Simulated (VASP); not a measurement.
## CaHf2 with PBE: from relaxation to properties

What structure does CaHf2 take at this level, and what are its properties? The steps: full relaxation (PBE), second relaxation, single point with fields (PBE), band structure (PBE), total and projected DOS (PBE), band structure (PBE + SOC), core-level energies (PBE) and optical spectrum (PBE). The cell is invented: it takes the structure of a Materials Project entry for CaSi2 (space group 191 there), with some of its atoms replaced by other elements, volume scaled by an estimate. It may not be a known or stable phase.

Program: VASP 6.6.1. Level of theory: PBE; plane waves and PAW (Hf_pv, Ca_sv), in the first sound run; inputs show where later runs differ. Results are calculated unless marked as measured.

Most raw output is cut from this account.

**1. The starting structure**

Before any relaxation, the start is as follows. It takes space group P6/mmm (No. 191, hexagonal). Conventional cell: a = 3.890 Å, b = 3.890 Å, c = 3.993 Å, α = 90.00°, β = 90.00°, γ = 120.00°. Nearest to Hf lie 3 Hf at 2.25 Å and 6 Ca at 3.01 Å. Nearest to Ca lie 12 Hf at 3.01 Å. It derives from CaSi2. it takes the structure of a Materials Project entry for CaSi2 (space group 191 there), with some of its atoms replaced by other elements, volume scaled by an estimate. Farther neighbours are not listed.

Structure file:

```cif
data_structure
_symmetry_space_group_name_H-M 'P 1'
_symmetry_Int_Tables_number 1
_cell_length_a 3.8904
_cell_length_b 3.8904
_cell_length_c 3.9934
_cell_angle_alpha 90.000
_cell_angle_beta 90.000
_cell_angle_gamma 120.000
_cell_volume 52.34
loop_
_atom_site_label
_atom_site_type_symbol
_atom_site_fract_x
_atom_site_fract_y
_atom_site_fract_z
_atom_site_occupancy
Hf1 Hf 0.33333 0.66667 0.50000 1
Hf2 Hf 0.66667 0.33333 0.50000 1
Ca3 Ca 0.00000 0.00000 0.00000 1
```

**2. Full relaxation (PBE)**

Properties are meant for the cell that this level of theory prefers, so cell and atoms are relaxed first (ISIF = 3) until forces and stress are small; EDIFFG sets the threshold. PBE, the usual starting point, adds the gradient of the density.

INCAR reads:

```
SYSTEM = CaHf2
PREC = Accurate
ENCUT = 400
EDIFF = 1E-06
NELM = 100
ISMEAR = 1
SIGMA = 0.2
LREAL = .FALSE.
ALGO = Normal
GGA = PE
NBANDS = 21
LORBIT = 11
LWAVE = .FALSE.
LCHARG = .FALSE.
IBRION = 2
NSW = 60
ISIF = 3
EDIFFG = -0.01
```

POSCAR reads:

```
CaHf2
1.0
    3.8904370000      0.0000000000      0.0000000000
   -1.9452190000      3.3692170000      0.0000000000
    0.0000000000      0.0000000000      3.9933630000
Hf Ca
2 1
Direct
    0.3333333300      0.6666666700      0.5000000000
    0.6666666700      0.3333333300      0.5000000000
    0.0000000000      0.0000000000      0.0000000000
```

KPOINTS reads:

```
Automatic mesh
0
Gamma
8 8 7
0 0 0
```

Potentials, in the order of the species: Hf_pv and Ca_sv (PBE family, release 64).

The run is started by

```sh
$ mpirun -np 1 vasp_std
```

The job ended after 2 min (1 MPI rank of Intel Xeon 6975P-C (Granite Rapids), shared host; peak memory 0.18 GiB).

The k-mesh is coarse for a metal. Harder data sets than Hf_pv exist (the GW ones), and pressures, volumes and forces can shift noticeably with them. After so large a change of volume the plane waves of the start cell no longer fit, so the final stress carries a basis-set error. The run keeps the 24 symmetry operations of its start, so it cannot find a distortion of lower symmetry.

The steps of the relaxation:

| step | energy less that of the first step (eV) | largest force (eV/Å) | pressure (GPa) | volume (Å³) |
| --- | --- | --- | --- | --- |
| 1 | 0.0000 | 0.0000 | 65.72 | 52.34 |
| 2 | -4.5079 | 0.0000 | -11.79 | 124.53 |
| 3 | -6.0020 | 0.0000 | -1.67 | 88.76 |
| 4 | -6.0056 | 0.0000 | -2.81 | 90.96 |
| 5 | -6.5876 | 0.0000 | -3.32 | 86.53 |
| 6 | -6.7487 | 0.0000 | 6.74 | 69.50 |
| 7 | -7.1699 | 0.0000 | -1.78 | 79.22 |
| 8 | -7.1891 | 0.0000 | -0.78 | 77.42 |
| 9 | -7.1897 | 0.0000 | -1.00 | 77.79 |
| 10 | -7.1916 | 0.0000 | 0.83 | 75.59 |
| 11 | -7.1942 | 0.0000 | 0.04 | 76.53 |
| 12 | -7.1941 | 0.0000 | 0.00 | 76.55 |
| 13 | -7.1941 | 0.0000 | -0.01 | 76.58 |

| cell as run | before | after | change |
| --- | --- | --- | --- |
| a (Å) | 3.890 | 5.200 | +33.6 % |
| b (Å) | 3.890 | 5.200 | +33.6 % |
| c (Å) | 3.993 | 3.271 | -18.1 % |
| volume (Å³/atom) | 17.45 | 25.53 | +46.3 % |

The relaxed structure:

```xyz
3
Lattice="5.1995 0.0000 0.0000 -2.5998 4.5029 0.0000 0.0000 0.0000 3.2708" Properties=species:S:1:pos:R:3 pbc="T T T"
Hf    0.0000    3.0020    1.6354
Hf    2.5998    1.5010    1.6354
Ca    0.0000    0.0000    0.0000
```

Numbers from this step:

```yaml
electrons: 30
bands: 21
irreducible_k_points: 40
symmetry_operations: 24
free_energy_toten: -20.08 eV
energy_at_zero_smearing: -20.08 eV
fermi_energy: 3.701 eV
pressure: -0.01334 GPa
metallic: yes
scf_cycles_over_all_ionic_steps: 117
```

It ends with forces that vanish by symmetry and a pressure of -0.01 GPa.

**3. Second relaxation**

A relaxation keeps the plane waves of the cell it began with, so it is repeated from the new cell, on a basis made for it. The mesh changes with the cell too.

INCAR is that of step 2.

POSCAR reads:

```
CaHf2
1.0
    5.1995326665     -0.0000002069      0.0000000000
   -2.5997671807      4.5029269183      0.0000000000
    0.0000000000      0.0000000000      3.2707768188
Hf Ca
2 1
Direct
    0.3333333300      0.6666666700      0.5000000000
    0.6666666700      0.3333333300      0.5000000000
    0.0000000000      0.0000000000      0.0000000000
```

KPOINTS reads:

```
Automatic mesh
0
Gamma
6 6 8
0 0 0
```

The run is started by

```sh
$ mpirun -np 1 vasp_std
```

Run time: 28 s. Hardware: 1 MPI rank; peak memory 0.2 GiB.

Relaxation path:

| step | energy less that of the first step (eV) | largest force (eV/Å) | pressure (GPa) | volume (Å³) |
| --- | --- | --- | --- | --- |
| 1 | 0.0000 | 0.0000 | 0.41 | 76.58 |
| 2 | -0.0006 | 0.0000 | -0.11 | 77.31 |
| 3 | -0.0007 | 0.0000 | -0.01 | 77.14 |

| conventional cell, symmetrised | before | after | change |
| --- | --- | --- | --- |
| a (Å) | 5.200 | 5.213 | +0.3 % |
| b (Å) | 5.200 | 5.213 | +0.3 % |
| c (Å) | 3.271 | 3.278 | +0.2 % |
| volume (Å³/atom) | 25.53 | 25.71 | +0.7 % |

Final coordinates:

```xyz
3
Lattice="5.2131 0.0000 0.0000 -2.6066 4.5147 0.0000 0.0000 0.0000 3.2775" Properties=species:S:1:pos:R:3 pbc="T T T"
Hf    0.0000    3.0098    1.6388
Hf    2.6066    1.5049    1.6388
Ca    0.0000    0.0000    0.0000
```

This step gave:

- irreducible k-points: 35
- free energy (TOTEN): -20.16 eV
- energy at zero smearing: -20.15 eV
- Fermi energy: 3.650 eV
- pressure: -0.008102 GPa
- SCF cycles over all ionic steps: 27

It ends with forces that vanish by symmetry and a pressure of -0.01 GPa.

**4. Single point with fields (PBE)**

A single point on the relaxed cell gives a clean self-consistent state, with density, ELF and potential written out.

Changes to INCAR since step 3:

```diff
@@ -13,6 +13,5 @@
 LWAVE = .FALSE.
-LCHARG = .FALSE.
-IBRION = 2
-NSW = 60
-ISIF = 3
-EDIFFG = -0.01
+LCHARG = .TRUE.
+ISIF = 2
+LELF = .TRUE.
+LVHAR = .TRUE.
```

POSCAR reads:

```
CaHf2
1.0
    5.2131286328     -0.0000002105      0.0000000000
   -2.6065651688      4.5147013679      0.0000000000
    0.0000000000      0.0000000000      3.2775320155
Hf Ca
2 1
Direct
    0.3333333300      0.6666666700      0.5000000000
    0.6666666700      0.3333333300      0.5000000000
    0.0000000000      0.0000000000      0.0000000000
```

KPOINTS is that of step 3.

The run is started by

```sh
$ mpirun -np 1 vasp_std
```

The job ended after 14 s (1 MPI rank; peak memory 0.19 GiB).

This step gave:

| Property | Result |
| --- | --- |
| SCF cycles | 13 |
| pressure | -0.01226 GPa |

Valence electrons inside each PAW sphere by angular momentum. Sphere charges, by row:

| atom | s (e) | p (e) | d (e) | tot (e) |
| --- | --- | --- | --- | --- |
| Hf1 | 0.402 | 6.244 | 1.542 | 8.189 |
| Hf2 | 0.402 | 6.244 | 1.542 | 8.189 |
| Ca3 | 2.084 | 5.854 | 0.288 | 8.226 |

Valence density in the ab plane at fractional z = 0.500, with atoms of Hf within 0.2 Å of it. It is the smooth field of the valence electrons, not physical close to the nuclei.

Ten even steps from '_' (0.1 e/Å³) to '@' (3.4 e/Å³), each cell a mean:
```
____________________________
__________......____________
______..--++++::____________
______--%%@@##::____________
____::##@@@@++..____________
____--##%%**::______________
____::====::______..::::..__
____......______::++##++..__
______________::**@@@@++..__
____________..==%%@@%%--____
____________..==####--..____
____________..::--::________
____________________________
____________________________
```
Columns run along a (5.2 Å), rows up along b (5.2 Å). Atoms in or near the plane, at fractional coordinates: Hf at (0.33, 0.67), Hf at (0.67, 0.33).

ELF in the ab plane at fractional z = 0.500, with atoms of Hf within 0.2 Å of it. It is the smooth field of the valence electrons, not physical close to the nuclei.

Values, 14 rows by 14 columns, each cell a mean:
```
0.12 0.26 0.48 0.55 0.44 0.30 0.23 0.23 0.32 0.48 0.56 0.44 0.21 0.11
0.30 0.45 0.48 0.33 0.27 0.34 0.38 0.31 0.24 0.37 0.51 0.43 0.27 0.21
0.53 0.51 0.31 0.31 0.46 0.44 0.47 0.45 0.26 0.36 0.54 0.52 0.43 0.44
0.58 0.38 0.29 0.45 0.24 0.10 0.34 0.45 0.27 0.45 0.59 0.54 0.51 0.56
0.48 0.27 0.42 0.33 0.03 0.07 0.40 0.36 0.31 0.49 0.45 0.36 0.37 0.48
0.33 0.25 0.47 0.32 0.17 0.35 0.41 0.26 0.33 0.31 0.27 0.26 0.24 0.32
0.26 0.25 0.45 0.48 0.46 0.39 0.25 0.25 0.26 0.36 0.45 0.45 0.31 0.23
0.30 0.24 0.30 0.35 0.31 0.28 0.28 0.25 0.41 0.40 0.34 0.47 0.38 0.23
0.45 0.34 0.27 0.29 0.37 0.41 0.28 0.39 0.35 0.07 0.10 0.44 0.34 0.30
0.57 0.50 0.46 0.52 0.55 0.37 0.31 0.46 0.17 0.03 0.24 0.46 0.27 0.44
0.56 0.49 0.51 0.58 0.52 0.29 0.35 0.48 0.32 0.33 0.45 0.31 0.33 0.55
0.36 0.31 0.39 0.51 0.46 0.27 0.30 0.45 0.47 0.42 0.29 0.31 0.48 0.48
0.15 0.16 0.31 0.49 0.50 0.34 0.24 0.25 0.25 0.27 0.38 0.51 0.45 0.26
0.09 0.15 0.36 0.56 0.57 0.45 0.30 0.26 0.33 0.48 0.58 0.53 0.30 0.12
```
Columns run along a (5.2 Å), rows up along b (5.2 Å). Atoms in or near the plane, at fractional coordinates: Hf at (0.33, 0.67), Hf at (0.67, 0.33).

Electrostatic potential energy in the ab plane at fractional z = 0.500, with atoms of Hf within 0.2 Å of it. With pseudopotentials it is smooth inside the atoms' cores, unlike the true potential.

Values in eV, 14 rows by 14 columns, each cell a mean:
```
  0   1   2   2   0  -3  -5  -5  -2   0   2   2   1   0
  1   2   1  -2  -7 -11 -13 -10  -5   0   2   2   1   1
  2   1  -2  -9 -15 -19 -18 -14  -7  -1   2   2   2   2
  2  -1  -8 -16 -22 -24 -21 -14  -6   0   2   2   2   2
  0  -5 -13 -21 -24 -24 -19 -11  -3   0   0  -1   0   0
 -2  -8 -16 -21 -23 -20 -14  -6  -2  -3  -6  -7  -5  -2
 -3  -9 -14 -17 -17 -13  -7  -4  -6 -11 -14 -14 -10  -5
 -2  -6 -10 -11  -9  -5  -3  -7 -14 -19 -21 -18 -13  -5
  0  -1  -3  -3  -1  -1  -5 -13 -20 -24 -24 -19 -11  -3
  1   1   1   1   1  -1  -9 -17 -23 -24 -22 -15  -7   0
  2   2   2   2   1  -3 -11 -17 -21 -21 -16  -9  -2   2
  1   1   1   2   1  -3 -10 -14 -16 -13  -8  -2   1   2
  0   0   1   2   1  -1  -6  -9  -8  -5  -1   1   2   1
 -1   0   1   2   1   0  -2  -3  -2   0   2   2   1   0
```
Columns run along a (5.2 Å; values clipped at the 3rd and 97th percentile), rows up along b (5.2 Å). Atoms in or near the plane, at fractional coordinates: Hf at (0.33, 0.67), Hf at (0.67, 0.33).

In this run the pressure is -0.01 GPa, small enough to go on.

**5. Band structure (PBE)**

Levels along the symmetry lines show where the bands peak and cross; KPOINTS_OPT computes them in the converged potential.

INCAR reads:

```
SYSTEM = CaHf2
PREC = Accurate
ENCUT = 400
EDIFF = 1E-06
NELM = 100
ISMEAR = 1
SIGMA = 0.2
LREAL = .FALSE.
ALGO = Normal
GGA = PE
NBANDS = 28
LORBIT = 11
LWAVE = .FALSE.
LCHARG = .FALSE.
```

POSCAR is that of step 4.

KPOINTS is that of step 4.

KPOINTS_OPT reads:

```
Line mode
16
Line-mode
Reciprocal
  0.00000000   0.00000000   0.00000000 GAMMA
  0.50000000   0.00000000   0.00000000 M

  0.50000000   0.00000000   0.00000000 M
  0.33333333   0.33333333   0.00000000 K

  0.33333333   0.33333333   0.00000000 K
  0.00000000   0.00000000   0.00000000 GAMMA

  0.00000000   0.00000000   0.00000000 GAMMA
  0.00000000   0.00000000   0.50000000 A

  0.00000000   0.00000000   0.50000000 A
  0.50000000   0.00000000   0.50000000 L

  0.50000000   0.00000000   0.50000000 L
  0.33333333   0.33333333   0.50000000 H

  0.33333333   0.33333333   0.50000000 H
  0.00000000   0.00000000   0.50000000 A

  0.50000000   0.00000000   0.50000000 L
  0.50000000   0.00000000   0.00000000 M

  0.33333333   0.33333333   0.00000000 K
  0.33333333   0.33333333   0.50000000 H
```

The run is started by

```sh
$ mpirun -np 1 vasp_std
```

Wall time 51 s (1 MPI rank); peak memory 0.22 GiB.

Spin-orbit coupling is off here; with elements this heavy it splits and shifts levels by tenths of an eV or more.

This step gave:

```
bands    : 28
pressure : -0.01147 GPa
```

Electronic bands along the path, in eV, zero at the Fermi level; # counts the bands kept:

| point | #2 | #3 | #4 | #5 | #6 | #7 | #8 | #9 |
| --- | --- | --- | --- | --- | --- | --- | --- | --- |
| Γ | -1.17 | -0.41 | -0.14 | -0.14 | 0.13 | 0.13 | 2.64 | 2.64 |
| 0.47 of the way | -1.66 | -1.30 | -0.62 | -0.23 | 0.61 | 0.63 | 2.31 | 2.53 |
| M | -3.20 | -2.05 | -0.13 | -0.08 | 0.28 | 1.16 | 1.82 | 2.05 |
| 0.47 of the way | -3.22 | -2.17 | -0.01 | 0.02 | 0.22 | 1.08 | 1.64 | 2.12 |
| K | -3.48 | -2.36 | 0.11 | 0.15 | 0.15 | 1.22 | 1.22 | 2.22 |
| 0.53 of the way | -1.89 | -1.47 | -0.60 | -0.01 | 0.29 | 0.84 | 2.30 | 2.36 |
| Γ | -1.17 | -0.41 | -0.14 | -0.14 | 0.13 | 0.13 | 2.64 | 2.64 |
| 0.53 of the way | -0.67 | -0.67 | -0.51 | -0.24 | -0.24 | 1.70 | 1.70 | 1.84 |
| A | -1.30 | -1.30 | -0.98 | -0.31 | -0.31 | 1.69 | 1.69 | 1.70 |
| 0.47 of the way | -1.44 | -1.28 | -0.84 | -0.26 | -0.15 | 1.29 | 1.74 | 1.81 |
| L | -1.75 | -1.27 | -0.43 | -0.36 | 0.02 | 0.44 | 1.94 | 2.08 |
| 0.53 of the way | -1.73 | -1.00 | -0.63 | -0.49 | -0.20 | 0.60 | 2.25 | 2.43 |
| H | -1.10 | -1.10 | -0.71 | -0.71 | -0.61 | 1.44 | 1.44 | 2.64 |
| 0.53 of the way | -1.58 | -1.13 | -0.83 | -0.33 | -0.01 | 1.04 | 1.83 | 1.92 |
| A | -1.30 | -1.30 | -0.98 | -0.31 | -0.31 | 1.69 | 1.69 | 1.70 |
| jump to L | -1.75 | -1.27 | -0.43 | -0.36 | 0.02 | 0.44 | 1.94 | 2.08 |
| 0.47 of the way | -2.30 | -1.22 | -0.53 | 0.04 | 0.18 | 0.82 | 1.70 | 1.99 |
| M | -3.20 | -2.05 | -0.13 | -0.08 | 0.28 | 1.16 | 1.82 | 2.05 |
| jump to K | -3.48 | -2.36 | 0.11 | 0.15 | 0.15 | 1.22 | 1.22 | 2.22 |
| 0.47 of the way | -2.60 | -1.90 | -0.61 | 0.44 | 0.44 | 1.21 | 1.21 | 1.93 |
| H | -1.10 | -1.10 | -0.71 | -0.71 | -0.61 | 1.44 | 1.44 | 2.64 |

Of the projections kept (Hf, Ca), the largest for each band there; the rest of the weight can lie on other orbitals:

| point | #2 | #3 | #4 | #5 | #6 | #7 | #8 | #9 |
| --- | --- | --- | --- | --- | --- | --- | --- | --- |
| Γ | Hf 0.89 | Hf 1.00 | Hf 0.92 | Hf 0.92 | Hf 0.90 | Hf 0.90 | Hf 1.00 | Hf 1.00 |
| M | Hf 0.86 | Hf 0.81 | Hf 0.99 | Hf 1.00 | Hf 0.97 | Hf 0.87 | Hf 0.62 | Hf 0.90 |
| K | Hf 0.92 | Hf 0.76 | Hf 0.97 | Hf 0.99 | Hf 0.99 | Hf 0.81 | Hf 0.81 | Hf 0.99 |
| Γ | Hf 0.89 | Hf 1.00 | Hf 0.92 | Hf 0.92 | Hf 0.90 | Hf 0.90 | Hf 1.00 | Hf 1.00 |
| A | Hf 0.89 | Hf 0.89 | Hf 0.80 | Hf 0.71 | Hf 0.71 | Hf 1.00 | Hf 1.00 | Hf 0.95 |
| L | Hf 0.88 | Hf 0.96 | Hf 0.98 | Hf 0.95 | Hf 0.83 | Hf 0.88 | Hf 0.76 | Hf 0.71 |

There is no gap at this level.

**6. Total and projected DOS (PBE)**

A density of states needs more k-points than a total energy; ISMEAR = -5 takes tetrahedra, and LORBIT projects the states on the PAW spheres. The mesh is finer than in the run before.

Changes to INCAR since step 5:

```diff
@@ -5,3 +5,3 @@
 NELM = 100
-ISMEAR = 1
+ISMEAR = -5
 SIGMA = 0.2
@@ -14 +14,2 @@
 LCHARG = .FALSE.
+NEDOS = 2001
```

POSCAR is that of step 5.

KPOINTS reads:

```
Automatic mesh
0
Gamma
9 9 12
0 0 0
```

The run is started by

```sh
$ mpirun -np 1 vasp_std
```

Elapsed: 40 s, on 1 MPI rank; peak memory 0.26 GiB.

The DOS at the Fermi level is high for the number of transition-metal atoms. It is one value on this mesh and may be a narrow spike; if it stands, a magnetic instability is possible, which a run without spin can't show. With tetrahedra the forces and stress of a metal are not exact derivatives of the energy.

Numbers from this step:

```
SCF cycles             : 14
irreducible k-points   : 84
Fermi energy           : 3.649 eV
pressure               : 0.005006 GPa
DOS at the Fermi level : 6.397 states/eV/cell
```

The density of states has structure finer than the step of the table below, so its rows give means over 0.5 eV, whole bins alone (the curve runs from -12.0 to 3.58 eV). Peaks (eV: height): total -0.18: 8.12, 1.70: 10.2, 1.81: 8.12, 2.23: 8.06; Hf d -0.07: 3.75, 1.70: 5.75, 1.81: 4.06, 2.23: 3.36; Hf p -0.18: 0.768, 0.91: 0.61, 1.70: 1.18, 2.23: 0.861; Ca d -0.26: 0.380, 1.81: 0.707, 2.23: 1.05, 3.02: 1.01.

States under -12.0 eV and over 3.6 eV are left out. Density of states against energy, zero at the Fermi level; means over each step; values in states/eV/cell:

| energy (eV) | total | Hf d | Hf p | Ca d |
| --- | --- | --- | --- | --- |
| -6.5 | 0 | 0 | 0 | 0 |
| -6.0 | 0.00629 | 0 | 2.3e-5 | 0 |
| -5.5 | 0.183 | 2.5e-4 | 0.00269 | 0 |
| -5.0 | 0.336 | 0.00210 | 0.0100 | 3.5e-4 |
| -4.5 | 0.491 | 0.00730 | 0.0212 | 0.00123 |
| -4.0 | 0.737 | 0.0205 | 0.0390 | 0.00359 |
| -3.5 | 0.660 | 0.0305 | 0.0427 | 0.00670 |
| -3.0 | 1.03 | 0.0808 | 0.0745 | 0.0206 |
| -2.5 | 1.16 | 0.128 | 0.0987 | 0.0351 |
| -2.0 | 2.06 | 0.474 | 0.150 | 0.0568 |
| -1.5 | 2.52 | 0.781 | 0.161 | 0.0722 |
| -1.0 | 3.23 | 1.23 | 0.210 | 0.102 |
| -0.5 | 3.97 | 1.78 | 0.286 | 0.119 |
| 0.0 | 6.39 | 2.96 | 0.533 | 0.247 |
| 0.5 | 2.20 | 0.910 | 0.259 | 0.0998 |
| 1.0 | 2.49 | 0.958 | 0.366 | 0.127 |
| 1.5 | 2.65 | 1.34 | 0.275 | 0.180 |
| 2.0 | 6.55 | 3.06 | 0.581 | 0.685 |
| 2.5 | 3.57 | 1.53 | 0.320 | 0.509 |
| 3.0 | 3.06 | 1.30 | 0.131 | 0.640 |

The finer mesh and the other smearing move the Fermi level by -0.00 eV from the 6×6×8 run, a small shift, which tests the Fermi level alone. Of the states within 0.3 eV of the Fermi level, the largest shares in the PAW spheres are Hf d 46 % and Hf p 8 %. The rest lies in smaller channels or between the spheres.

(Part 1 of 2 ends here.)

[Lines on the potential files, build, host, timing and source positions are cut from VASP's logs without a mark.]

[Logs are printed without paths, hosts, clocks, repeated set-up lines and the standing remarks that a program may print on its own settings, such as how far it seeks lower states.]

[Hosts, paths, dates, database ids (printed as entryN), source tags and the programs' standing remarks are cut or masked in the printed files.]

[A measured line is paired with the nearest computed mode of its activity, which favours agreement.]
